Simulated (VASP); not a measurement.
Input:

```
CELL_PARAMETERS angstrom
      2.17668    -3.74386     0.00000
      2.17668     3.74386     0.00000
      0.00000     0.00000     4.47594
ATOMIC_POSITIONS crystal
  Ga 0.15577 0.84423 0.91633
  Ga 0.34423 0.65577 0.41633
  Ga 0.65577 0.34423 0.58367
  Ga 0.84423 0.15577 0.08367
```

The numbers are results of LDA (Ceperley-Alder, Perdew-Zunger), VASP's LDA PAW potentials (set 64) (plane waves; VASP), not measurements. Numerical set-up: 400 eV cut-off, 9×9×8 Γ-centred mesh, tetrahedra with Blöchl corrections, potentials Ga_d.

The cores are frozen, which limits the accuracy of field gradients.

**Question.** Give the principal components of the electric field gradient (V/Å²) and the asymmetry η at each nucleus.

**Answer.** 
```csv
atom,Vxx,Vyy,Vzz,η
Ga1,22.1,20.3,-42.3,0.04
Ga2,22.1,20.3,-42.3,0.04
Ga3,22.1,20.3,-42.3,0.04
Ga4,22.1,20.3,-42.3,0.04
```

The compound is Ga in the alpha structure. It was relaxed first, which changed the volume by -7 %.
